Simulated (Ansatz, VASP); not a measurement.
**Cross-check of Hf (Hafnium) between VASP and Ansatz**

Aim: how closely do two programs agree when they are given the same cell, functional and k mesh? The cell is taken from a series of runs on this material, whose earlier steps may have relaxed, scaled, displaced or heated it; both programs get it as it stands.

Program: Ansatz 0.2.0. Level of theory: plane waves, with VASP 6.6.1 beside it; relaxation of cell and atoms at LDA. Results are calculated unless marked as measured.

### Step 1. Set-up

It takes space group P6_3/mmc (No. 194, hexagonal). Conventional cell: a = 3.119 Å, b = 3.119 Å, c = 4.946 Å, α = 90.00°, β = 90.00°, γ = 120.00°. Hf has 12 Hf at 3.06 to 3.12 Å nearest.

### Step 2. Ansatz: relaxation of cell and atoms, LDA

Ansatz runs on its default PAW (the set named soft_2) files.

The relaxed volume is the usual yardstick between codes: in a stiff, nearly cubic crystal its relative difference is about their pressure difference at one cell divided by the bulk modulus.

input.yaml reads:

```yaml
crystal:
  lattice:
    - [3.1185044513, 0.0, 0.0]
    - [-1.5592522257, 2.7007040767, 0.0]
    - [0.0, 0.0, 4.9461877332]
  atoms:
    - { symbol: Hf, position: [0.3333333333, 0.6666666667, 0.25] }
    - { symbol: Hf, position: [0.6666666667, 0.3333333333, 0.75] }
kpoints:
  mp_grid: { grid: [18, 18, 10] }
hamiltonian:
  xc: lda
scf:
  occupations: { method: methfessel_paxton, width: 0.2 }
output:
  forces: true
  stress: true
  eigenvalues: true
relax:
  adjacent_minimum: "off"
  f_tol: 0.001
  max_steps: 60
  cell: { stress_tol: 0.01 }
```

Command:

```
> ansatz run input.yaml --threads 8 --pin off --max-ram 14336MiB --backend cpu --events-out ev --progress --plain --runs-dir out
```

Numbers of over 12 decimals in the logs are rounded to 6 here.

Log:

```text
Engine: ansatz 0.2.0, x86_64-unknown-linux-gnu
Pseudopotentials: kind: paw
Pseudopotential: Hf, paw, valence charge 26, recommended cutoff 420 eV (normal), Hf.paw.azcp
Functional definition: SPW92
  exchange = slater_x
  correlation = pw_c
Crystal: 2 atoms, lattice volume = 41.658 Å³
Basis set: ecut = 420 eV, 809 PW (Γ)
Bands: 32, of which v1, the nominal top of the filled ones, is band 26 counted from 1 (25 counted from 0)
Symmetry: 24 space group operations
Space group: P63/mmc (ITA 194), of the structure as read, at distance tolerance 3.5e-5 Å
k-points: 222 of 3240
Non-local potential: Hf, projectors of the file, l = 0: 3, l = 1: 2, l = 2: 2, l = 3: 3
PAW form: soft (Blöchl's): semilocal exchange-correlation on the pseudo side does not see the compensation charge
PAW frozen core: Hf, regenerated for the run's functional, and the local potential with it (the file was generated under x = pbe(κ = 0.804, μ = 0.219515), c = pbe(β = 0.066725))
PAW one-centre angular grid: Hf, 590 points (default); XC on 64 Gauss nodes
Initial density: superposition of atomic densities (neutral atoms: chi_scale 0, normalization atom), corrected by the library's trained network
Initial wavefunctions: pseudopotential atomic-orbital guess
Functional: x = slater, c = lda
SCF iter   1: F=—  HF=-30953.715356 eV  |F-HF|=—  |Δ(HF+E_count)|=         —  Δρ=4.38e-3  dr2=2.30e-3  ethr=1.77e-3  ⟨swp⟩=4.1  Hψ=23075  notcnv=0
preconditioner: auto → Kerker (q_TF=auto, 2.831 Å⁻¹)  [metal: Δε(μ)=0.004 eV  Ē_g=17.621 eV  σ=0.200 eV  W_gap=0.02  n_scr=22 (ndim 8)  ℏωp=39.9 eV  f_vac=0.000  D(μ)=1.53/eV (n_scr^D=10)]
SCF iter   2: F=—  HF=-30953.715207 eV  |F-HF|=—  |Δ(HF+E_count)|=   1.49e-4  S|Δr|=    0.00e0  Δρ=2.57e-3  dr2=8.78e-4  ethr=4.42e-6  ⟨swp⟩=2.0  Hψ=13155  notcnv=0
SCF iter   3: F=—  HF=-30953.715331 eV  |F-HF|=—  |Δ(HF+E_count)|=   1.24e-4  S|Δr|=    0.00e0  Δρ=1.03e-3  dr2=2.07e-4  ethr=1.69e-6  ⟨swp⟩=2.0  Hψ=10107  notcnv=0  defer=1
SCF iter   4: F=—  HF=-30953.715319 eV  |F-HF|=—  |Δ(HF+E_count)|=   1.23e-5  S|Δr|=    0.00e0  Δρ=2.03e-4  dr2=1.50e-5  ethr=3.99e-7  ⟨swp⟩=2.0  Hψ=10931  notcnv=0
SCF iter   5: F=—  HF=-30953.715314 eV  |F-HF|=—  |Δ(HF+E_count)|=   5.43e-6  S|Δr|=    0.00e0  Δρ=2.89e-5  dr2=3.90e-7  ethr=2.88e-8  ⟨swp⟩=2.0  Hψ=12148  notcnv=0
SCF iter   6: F=-30953.715313 eV  HF=-30953.715313 eV  |F-HF|=1.38e-8  |Δ(HF+E_count)|=   7.98e-8  S|Δr|=    0.00e0  Δρ=9.26e-6  dr2=2.47e-8  ethr=1.92e-10  ⟨swp⟩=7.1  Hψ=34007  notcnv=0
SCF 1 converged in 6 iterations: F = -30953.715313 eV  dr2 = 2.47e-8
  greatest PAW one-centre occupation: 0.998 electrons in one spin orbital (limit 2), on the Hf atom at site 1 (counted from 0), in its partial waves of l = 3
relax step   1: F+E_penalty+E_count = -30953.71531343 eV  Δ(F+E_penalty+E_count) = +0.000e0 eV  max|allowed force component| = 5.551e-17 eV/Å  Δτ_max = 0.0000 Å  P = -0.035 GPa  Ω = 41.658 Å³  (6 SCF iters, dr2 threshold 1.00e-7 eV, accepted)
[...]
relax step   2: F+E_penalty+E_count = -30953.71532077 eV  Δ(F+E_penalty+E_count) = -7.342e-6 eV  max|allowed force component| = 1.480e-16 eV/Å  Δτ_max = 0.0000 Å  P = +0.059 GPa  Ω = 41.627 Å³  energy of the carried Pulay correction = +5.969e-6 eV  (4 SCF iters, dr2 threshold 2.02e-8 eV, accepted)
[...]
relax step   3: F+E_penalty+E_count = -30953.71532109 eV  Δ(F+E_penalty+E_count) = -3.258e-7 eV  max|allowed force component| = 1.388e-16 eV/Å  Δτ_max = 0.0000 Å  P = +0.001 GPa  Ω = 41.646 Å³  energy of the carried Pulay correction = +2.024e-6 eV  (2 SCF iters, dr2 threshold 1.61e-8 eV, accepted)
[...]
relax step   4: F+E_penalty+E_count = -30953.71531853 eV  Δ(F+E_penalty+E_count) = +2.564e-6 eV  max|allowed force component| = 1.318e-16 eV/Å  Δτ_max = 0.0000 Å  P = +0.001 GPa  Ω = 41.646 Å³  stress off target by 9.92e-4 GPa  SCF on the basis re-selected at this cell (its energy is not comparable with the rows above)  (7 SCF iters)
basis re-selected at this cell: Δ(F+E_penalty+E_count) = +2.564e-6 eV, ΔP = +0.000 GPa vs the last step (what re-selecting the basis moved, of the pressure what is left beyond the Pulay correction that the steps carried, after the strain that the cell walked since its last selection, with what the two solves' SCF thresholds leave and, on support functions, any second-order correction that the steps lacked; it is no m [...]
SCF converged after 7 iterations
Stability not checked: this state was not tested for a lower state beside it, because cold or Methfessel-Paxton smearing, or corrected tetrahedra, fill the levels in a way that the test cannot read (fill_not_monotonic; see scf.lower_state_search)
Free energy (F): -30953.715319 eV
Harris-Foulkes:  -30953.715319 eV  (|F-HF|=3.64e-12)
Internal energy: -30953.718895 eV  (E = F + TS)
E sigma→0 (E₀):  -30953.716213 eV
Entropy (-TS):   0.003576 eV (1.788 meV/atom)
Fermi energy:    21.193125 eV
Step filling:    the computed levels leave a gap of 0.0000 eV = 0.0 smearing widths at the electron count; against every level under it full and every level over it empty, smearing changes F+E_penalty+E_count by +1.270 meV and its σ→0 estimate by +0.376 meV
--- Per-component energies (eV) ---
  E_band       = 144.302466
  E_kinetic    = 855.157157
  E_local      = -9787.154045  (includes V_loc(G=0)·N_el)
  E_nonlocal   = -2465.058528
  E_hartree    = 4626.271601
  E_xc         = -597.153365
  E_vxc        = -535.679280  (∫ρ·V_xc dr)
  E_paw        = -13373.130367  (= ΣΔE_a)
  E_vpaw       = 2824.493954  (= ΣTr[D̂ρ^β])
  E_aug_tail   = -0.000003  (compensation charges beyond the density's cutoff)
  E_ewald      = -10217.565831
  E_core_change = 4.914485  (= ΣΔE_core)
  E_smearing   = 0.003576  (= −TS)
  E_closure    = 0.000000  (closes the sum)
  Σ components = -30953.715319   (vs F -30953.715319, Δ=0.00e0)
--- Forces (eV/Å), atoms counted from 1 ---
  atom   1  Hf     0.00000000     0.00000000     0.00000000
  atom   2  Hf    -0.00000000    -0.00000000    -0.00000000
  max |Σ_I F_I| component: 3.70e-17 eV/Å
--- Stress (GPa, compression-positive) ---
        0.000992       0.000000      -0.000000
        0.000000       0.000992      -0.000000
       -0.000000      -0.000000      -0.000040
  P = ⅓ Tr σ = 0.0006 GPa (0.006 kbar)
--- Band table (eV; the first three rows and the last of 222) ---
  k-point 0: bands = [... 22 lower, 13.5922, 17.2255, 22.2014, 22.2960, 22.2960, 22.5807, 23.1838, 23.1838, ... 2 higher]
  k-point 1: bands = [... 22 lower, 13.6931, 17.1935, 22.0291, 22.2347, 22.2347, 22.4956, 23.0992, 23.0992, ... 2 higher]
  k-point 2: bands = [... 22 lower, 13.9877, 17.0696, 21.6416, 22.1226, 22.1226, 22.2593, 22.8844, 22.8844, ... 2 higher]
  k-point 221: bands = [... 22 lower, 19.2475, 19.2475, 19.6412, 19.6412, 21.0966, 21.0966, 23.7490, 23.7490, ... 2 higher]
--- Relaxed structure (3 steps of the walk, 3 accepted, 1 SCFs on fresh bases) ---
  F+E_penalty+E_count = -30953.71531853 eV   max|allowed force component| = 1.318e-16 eV/Å   (the final SCF, on the basis selected at the relaxed cell)
  cell:  # Å, volume = 41.6463 Å³
    - [3.118864, 2.887081229343488e-11, 0]
    - [-1.559432, 2.701016, 0]
    - [0, 0, 4.943708]
  atoms:
    - { symbol: Hf, position: [0.333333, 0.666667, 0.25] }
    - { symbol: Hf, position: [0.666667, 0.333333, 0.75] }
```

### Step 3. VASP: relaxation of cell and atoms, LDA

The same cell, functional (in two slightly different forms), mesh and smearing now go to VASP, with its own data sets.

Lines of VASP's logs that name or quote its potential files are left out, and so is its time.

INCAR reads:

```
SYSTEM = Hf
PREC = Accurate
ENCUT = 500
EDIFF = 1E-07
NELM = 120
ISMEAR = 1
SIGMA = 0.2
LREAL = .FALSE.
ALGO = Normal
GGA = PW92
NBANDS = 16
LASPH = .TRUE.
LORBIT = 11
LWAVE = .FALSE.
LCHARG = .FALSE.
ISIF = 3
IBRION = 2
NSW = 80
EDIFFG = -0.005
GGA_COMPAT = .FALSE.
NELMIN = 4
```

POSCAR reads:

```
Hf
1.0
    3.1185040000      0.0000000000      0.0000000000
   -1.5592520000      2.7007040000      0.0000000000
    0.0000000000      0.0000000000      4.9461880000
Hf
2
Direct
    0.3333331481      0.6666666667      0.2500000000
    0.6666664815      0.3333333333      0.7500000000
```

KPOINTS reads:

```
Automatic mesh
0
Gamma
18 18 10
0 0 0
```

Potentials, in the order of the species: Hf_pv (LDA family, release 64).

Command:

```
> mpirun -np 1 vasp_std
```

Log:

```text
[banner, memory and clock lines left out]
running    1 mpi-ranks, on    1 nodes
 distrk:  each k-point on    1 cores,    1 groups
 distr:  one band on    1 cores,    1 groups

 POSCAR found type information on POSCAR Hf
 POSCAR found :  1 types and       2 ions
|                                                                             |
|               ----> ADVICE to this user running VASP <----                  |
|                                                                             |
|     You enforced a specific xc type in the INCAR file but a different       |
|     [... a line on the potential file left out ...]
|     I HOPE YOU KNOW WHAT YOU ARE DOING!                                     |
|                                                                             |

 LDA part: xc-table for (Slater(with rela. corr.)+PW92), standard interpolation
 POSCAR, INCAR and KPOINTS ok, starting setup
 FFT: planning ... GRIDC
 FFT: planning ... GRID_SOFT
 FFT: planning ... GRID
 WAVECAR not read
 entering main loop
       N       E                     dE             d eps       ncg     rms          rms(c)
DAV:   1     0.454486130214E+02    0.45449E+02   -0.11430E+04  7104   0.117E+03
DAV:   2    -0.205496768437E+02   -0.65998E+02   -0.64440E+02  9456   0.248E+02
DAV:   3    -0.220567308256E+02   -0.15071E+01   -0.14990E+01  9480   0.259E+01
DAV:   4    -0.220671151182E+02   -0.10384E-01   -0.10383E-01  8720   0.261E+00
DAV:   5    -0.220672383927E+02   -0.12327E-03   -0.12327E-03  9336   0.234E-01    0.682E+01
DAV:   6    -0.215587275515E+02    0.50851E+00   -0.43632E-01  8584   0.439E+00    0.401E+01
DAV:   7    -0.213773366997E+02    0.18139E+00   -0.69601E-01  8784   0.534E+00    0.187E+00
DAV:   8    -0.213689839324E+02    0.83528E-02   -0.42014E-02  8176   0.144E+00    0.314E-01
DAV:   9    -0.213690624675E+02   -0.78535E-04   -0.90434E-04  9728   0.219E-01    0.174E-01
DAV:  10    -0.213690592494E+02    0.32181E-05   -0.42097E-05  8328   0.470E-02    0.190E-01
DAV:  11    -0.213690564089E+02    0.28405E-05   -0.41477E-06  9496   0.135E-02    0.123E-02
DAV:  12    -0.213690563724E+02    0.36480E-07   -0.38394E-07  8248   0.429E-03
   1 F= -.21369056E+02 E0= -.21370197E+02  d E =-.213691E+02
[...]
2 F= -.21369058E+02 E0= -.21370184E+02  d E =-.145684E-05
[...]
3 F= -.21369066E+02 E0= -.21370199E+02  d E =-.971104E-05
 curvature:  -0.27 expect dE=-0.166E-05 dE for cont linesearch -0.953E-08
 trial: gam= 0.12614 g(F)=  0.103E-40 g(S)=  0.620E-05 ort = 0.119E-05 (trialstep = 0.902E+00)
 search vector abs. value=  0.713E-05
 bond charge predicted
       N       E                     dE             d eps       ncg     rms          rms(c)
DAV:   1    -0.213690850504E+02   -0.18968E-04   -0.88456E-04  7136   0.218E-01    0.336E-02
DAV:   2    -0.213690732333E+02    0.11817E-04   -0.17464E-05  9032   0.292E-02    0.129E-02
DAV:   3    -0.213690699357E+02    0.32976E-05   -0.37554E-06  9384   0.124E-02    0.102E-02
DAV:   4    -0.213690693315E+02    0.60425E-06   -0.11108E-06  9992   0.691E-03    0.607E-03
DAV:   5    -0.213690692961E+02    0.35369E-07   -0.82504E-08  4536   0.199E-03
   4 F= -.21369069E+02 E0= -.21370201E+02  d E =-.321269E-05
 trial-energy change:   -0.000003  1 .order   -0.000003   -0.000006   -0.000001
 step:   0.9994(harm=  0.9994)  dis= 0.00000  next Energy=   -21.369069 (dE=-0.317E-05)
 reached required accuracy - stopping structural energy minimisation
```

OUTCAR, selected parts (step 3):

```text
ion  position               nearest neighbor table
   1  0.333  0.667  0.250-   2 3.06   2 3.06   2 3.06   2 3.06   2 3.06   2 3.06
   2  0.667  0.333  0.750-   1 3.06   1 3.06   1 3.06   1 3.06   1 3.06   1 3.06

  LATTYP: Found a hexagonal cell.
 ALAT       =     3.1185040000
 C/A-ratio  =     1.5860771703

 Subroutine GETGRP returns: Found 24 space group operations
 (whereof 12 operations were pure point group operations)

The static configuration has the point symmetry D_3d.
 The point group associated with its full space group is D_6h.

 Found    222 irreducible k-points:

   k-points           NKPTS =    222   k-points in BZ     NKDIM =    222   number of bands    NBANDS=     16

   dimension x,y,z NGX =    24 NGY =   24 NGZ =   36
   dimension x,y,z NGXF=    48 NGYF=   48 NGZF=   72

   ENCUT  =  500.0 eV  36.75 Ry    6.06 a.u.   5.69  5.69  9.02*2*pi/ulx,y,z

   NELECT =      20.0000    total number of electrons

 k-points in reciprocal lattice and weights: Automatic mesh
   0.00000000  0.00000000  0.00000000       0.000
   0.05555556  0.00000000  0.00000000       0.002
   0.11111111  0.00000000  0.00000000       0.002
   0.16666667  0.00000000  0.00000000       0.002
   0.22222222  0.00000000  0.00000000       0.002
   0.27777778  0.00000000  0.00000000       0.002
   0.33333333  0.00000000  0.00000000       0.002
   0.38888889  0.00000000  0.00000000       0.002
   0.44444444  0.00000000  0.00000000       0.002
[...]
0.33333333  0.27777778  0.50000000       0.004
   0.33333333  0.33333333  0.50000000       0.001

 average (electrostatic) potential at core
       1 -36.9470       2 -36.9470

 E-fermi :   5.3321

 k-point     1 :       0.0000    0.0000    0.0000
  band No.  band energies     occupation
    ...
      4     -24.4876      2.00000
      5     -24.4858      2.00000
      6     -24.4858      2.00000
      7      -2.2365      2.00000
      8       1.3766      2.00000
      9       6.3792     -0.00000
     10       6.4364     -0.00000
     11       6.4364     -0.00000
     12       6.7198     -0.00000
     13       7.3254     -0.00000
    ...

 k-point     2 :       0.0556    0.0000    0.0000
  band No.  band energies     occupation
    ...
      4     -24.5100      2.00000
      5     -24.4922      2.00000
      6     -24.4888      2.00000
      7      -2.1332      2.00000
      8       1.4785      2.00000
      9       6.1282     -0.00000
     10       6.2126     -0.00000
     11       6.5331     -0.00000
     12       6.9672     -0.00000
     13       7.2151     -0.00000
    ...

 k-point     3 :       0.1111    0.0000    0.0000
  band No.  band energies     occupation
    ...
      4     -24.5787      2.00000
      5     -24.5063      2.00000
      6     -24.4975      2.00000
      7      -1.8311      2.00000
      8       1.7695      2.00000
      9       5.6547     -0.04490
     10       5.7657     -0.00894
     11       6.8209     -0.00000
     12       6.8977     -0.00000
     13       7.3365     -0.00000
    ...

  Total        0.0009775      0.0009775     -0.0006643      0.0000000      0.0000000     -0.0000000
  in kB        0.0376146      0.0376146     -0.0255636      0.0000000      0.0000000     -0.0000000
  external PRESSURE =       0.0165552 kB  Pullay stress =       0.0000000 kB

  energy-cutoff  :      500.00
  volume of cell :       41.64
      direct lattice vectors                 reciprocal lattice vectors
     3.118811973  0.000000000 -0.000000000     0.320634911  0.185118631 -0.000000000
    -1.559405986  2.700970712 -0.000000000     0.000000000  0.370237262  0.000000000
     0.000000000  0.000000000  4.942666681     0.000000000  0.000000000  0.202319935

 POSITION                                       TOTAL-FORCE (eV/Angst)
 -----------------------------------------------------------------------------------
     -0.00000      1.80065      1.23567         0.000000     -0.000000     -0.000000
      1.55941      0.90032      3.70700        -0.000000      0.000000      0.000000
 -----------------------------------------------------------------------------------
    total drift:                                0.000319      0.000000     -0.000000

  FREE ENERGIE OF THE ION-ELECTRON SYSTEM (eV)
  ---------------------------------------------------
  free  energy   TOTEN  =       -21.3690692961 eV

  energy  without entropy=      -21.3724636808  energy(sigma->0) =      -21.37020076

 reached required accuracy - stopping structural energy minimisation

 total charge
# of ion       s       p       d       tot
------------------------------------------
    1        0.414   6.407   1.676   8.496
    2        0.414   6.407   1.676   8.496
--------------------------------------------------
tot          0.827  12.814   3.351  16.992

[... 3 further parts left out ...]
```

CONTCAR:

```
Hf
   1.00000000000000
     3.1188119725677801    0.0000000000000000   -0.0000000000000000
    -1.5594059862838900    2.7009707121604087   -0.0000000000000000
     0.0000000000000000    0.0000000000000000    4.9426666810004889
  Hf
     2
Direct
     0.3333331481000030    0.6666666667000030    0.2500000000000000
     0.6666664815000019    0.3333333332999970    0.7500000000000000
```

Harder data sets than Hf_pv exist (the GW ones), and pressures, volumes and forces can shift noticeably with them. The run keeps the 24 symmetry operations of its start, so it cannot find a distortion of lower symmetry.

### Step 4. Side by side

Known differences besides the potentials themselves: the data sets hold 52 valence electrons in Ansatz (on its default PAW (the set named soft_2) files) and 20 in VASP; the cutoff is 420 eV in Ansatz and 500 eV in VASP; VASP's log shows a relativistic correction to its local exchange, Ansatz's none; Ansatz adds a Pulay correction to the stress that steers its cell, VASP none. Total energies have different zeros and are not compared.

Both answers:

```csv
quantity,Ansatz,VASP,difference
volume (Å³),41.65,41.64,+0.02 %
"edge a after relaxation, in the typed setting (Å)",3.119,3.119,+0.00 %
"edge c after relaxation, in the typed setting (Å)",4.944,4.943,+0.02 %
```

### Step 5. What came out

| Property | Result |
| --- | --- |
| difference in volume (relaxation of cell and atoms, LDA) | 0.024 % |

**Reading.** The difference in volume is 0.024 % (relaxation of cell and atoms, LDA), within the 1.2 % picked in this series as the mark of a large difference, as far as the stopping tolerances let one tell. The data sets hold unlike numbers of valence electrons (52 in Ansatz and 20 in VASP), so part of the differences comes from the potentials. How closely two codes agree says nothing of how well the functional describes the real material.

[Lines on the potential files, build, host, timing and source positions are cut from VASP's logs without a mark.]

[Logs are printed without paths, hosts, clocks, repeated set-up lines and the standing remarks that a program may print on its own settings, such as how far it seeks lower states.]

[Hosts, paths, dates, database ids (printed as entryN), source tags and the programs' standing remarks are cut or masked in the printed files.]
